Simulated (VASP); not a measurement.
Output of a VASP run:

### OSZICAR
```
       N       E                     dE             d eps       ncg     rms          rms(c)
DAV:   1     0.693436647587E+03    0.69344E+03   -0.38577E+04  1342   0.131E+03
DAV:   2    -0.577327032363E+02   -0.75117E+03   -0.73908E+03  1296   0.423E+02
DAV:   3    -0.102101561518E+03   -0.44369E+02   -0.43738E+02  1393   0.101E+02
DAV:   4    -0.103819516192E+03   -0.17180E+01   -0.17095E+01  1460   0.189E+01
DAV:   5    -0.103866941201E+03   -0.47425E-01   -0.47363E-01  1428   0.332E+00    0.533E+01
DAV:   6    -0.961003090000E+02    0.77666E+01   -0.20150E+02  1525   0.511E+01    0.217E+01
DAV:   7    -0.102011250504E+03   -0.59109E+01   -0.23904E+02  1585   0.566E+01    0.182E+01
DAV:   8    -0.910869497172E+02    0.10924E+02   -0.12569E+02  1564   0.344E+01    0.136E+01
DAV:   9    -0.884026407406E+02    0.26843E+01   -0.16517E+01  1500   0.158E+01    0.667E+00
DAV:  10    -0.879943361597E+02    0.40830E+00   -0.24362E+00  1532   0.769E+00    0.171E+00
DAV:  11    -0.879578287181E+02    0.36507E-01   -0.35384E-01  1500   0.374E+00    0.909E-01
DAV:  12    -0.879483712923E+02    0.94574E-02   -0.10317E-01  1436   0.216E+00    0.547E-01
DAV:  13    -0.879420329018E+02    0.63384E-02   -0.41083E-02  1428   0.131E+00    0.279E-01
DAV:  14    -0.879410280648E+02    0.10048E-02   -0.79126E-03  1433   0.702E-01    0.106E-01
DAV:  15    -0.879407814266E+02    0.24664E-03   -0.13544E-03  1300   0.201E-01    0.645E-02
DAV:  16    -0.879411329133E+02   -0.35149E-03   -0.46890E-04  1388   0.875E-02    0.477E-02
DAV:  17    -0.879418671529E+02   -0.73424E-03   -0.12510E-03  1364   0.163E-01    0.510E-02
DAV:  18    -0.879422803658E+02   -0.41321E-03   -0.43815E-04  1409   0.109E-01    0.189E-02
DAV:  19    -0.879426771539E+02   -0.39679E-03   -0.74249E-05  1245   0.341E-02    0.163E-02
DAV:  20    -0.879428701260E+02   -0.19297E-03   -0.26548E-05  1300   0.234E-02    0.709E-03
DAV:  21    -0.879429402030E+02   -0.70077E-04   -0.11775E-05  1131   0.171E-02    0.338E-03
DAV:  22    -0.879429854740E+02   -0.45271E-04   -0.60891E-06   874   0.845E-03    0.391E-03
DAV:  23    -0.879429926011E+02   -0.71271E-05   -0.34318E-06   878   0.101E-02    0.151E-03
DAV:  24    -0.879429944217E+02   -0.18206E-05   -0.47960E-07   770   0.293E-03    0.978E-04
DAV:  25    -0.879429949916E+02   -0.56981E-06   -0.28891E-07   721   0.279E-03
   1 F= -.87942995E+02 E0= -.87917374E+02  d E =-.512418E-01
```

File OUTCAR:
```
------------------------ aborting loop because EDIFF is reached ----------------------------------------
  FORCE on cell =-STRESS in cart. coord.  units (eV):
  Direction    XX          YY          ZZ          XY          YZ          ZX
  --------------------------------------------------------------------------------------
  Total      -22.0346723    -17.5390370    -13.6095258     -2.6876157      0.1981923      1.0378104
  in kB     -150.6623109   -119.9233559    -93.0552805    -18.3766014      1.3551423      7.0960397
  external PRESSURE =    -121.2136491 kB  Pullay stress =       0.0000000 kB
  volume of cell :      234.32
      direct lattice vectors                 reciprocal lattice vectors
     4.069272000  0.000000000  0.000000000     0.245744202 -0.058051160  0.000000000
     0.935520000  3.960276000  0.000000000     0.000000000  0.252507654  0.000000000
     0.000000000  0.000000000 14.540200000     0.000000000  0.000000000  0.068774845
 POSITION                                       TOTAL-FORCE (eV/Angst)
 -----------------------------------------------------------------------------------
      2.08226      1.64768      5.64861        -0.707652      1.712246     -0.429637
      4.06236      3.21454      6.94580         0.132771     -0.726519     -0.360147
      1.03768      0.82111      8.24300         0.163484     -0.607227     -0.120321
      3.01778      2.38796      9.54020        -0.211755      0.657399     -3.579156
      4.11690      2.18435      5.00000        -0.203506     -1.173936      2.330780
      2.02773      3.75121      6.29720         0.811004      0.187754      1.001250
      3.07231      1.35778      7.59440        -0.423805      0.435682      0.888143
      0.98314      2.92463      8.89159         0.439461     -0.485399      0.269088
 -----------------------------------------------------------------------------------
    total drift:                               -0.000427     -0.000118     -0.000589
  FREE ENERGIE OF THE ION-ELECTRON SYSTEM (eV)
  ---------------------------------------------------
  free  energy   TOTEN  =       -87.9429949916 eV

  energy  without entropy=      -87.8917531761  energy(sigma->0) =      -87.91737408
```
(Selected blocks of OUTCAR.)

### POSCAR
```
WC
1
    4.0692720000     0.0000000000     0.0000000000
    0.9355200000     3.9602760000     0.0000000000
    0.0000000000     0.0000000000    14.5402000000
W C
4 4
Direct
  0.4160530000   0.4160530000   0.3884820000
  0.8116950000   0.8116950000   0.4776960000
  0.2073370000   0.2073370000   0.5669110000
  0.6029780000   0.6029780000   0.6561260000
  0.8848990000   0.5515660000   0.3438740000
  0.2805410000   0.9472080000   0.4330890000
  0.6761830000   0.3428490000   0.5223040000
  0.0718240000   0.7384910000   0.6115180000
```

Task: Write an INCAR and KPOINTS that could have produced this output.

Result: One answer among several that fit: the input of the run itself, LDA (Ceperley-Alder, Perdew-Zunger), plane waves, VASP's LDA PAW potentials (set 64).

File KPOINTS:
```
Automatic mesh
0
Gamma
5 5 1
0 0 0
```

INCAR:
```
SYSTEM = WC
PREC = Accurate
ENCUT = 400
EDIFF = 1E-6
NELM = 100
ALGO = Normal
LREAL = .FALSE.
LASPH = .TRUE.
ISMEAR = -1
SIGMA = 0.05
LMAXMIX = 6
LWAVE = .FALSE.
LCHARG = .FALSE.
ISIF = 2
```

POTCAR, in this order: W_sv C (LDA.64 set). Program: vasp_std.

At this cut-off the stress carries a Pulay error, which pulls relaxed volumes low. The cell holds a wide vacuum, so values per volume refer to the whole cell.

The cell is a sheet with vacuum, built from a database entry that may be metastable or hypothetical.
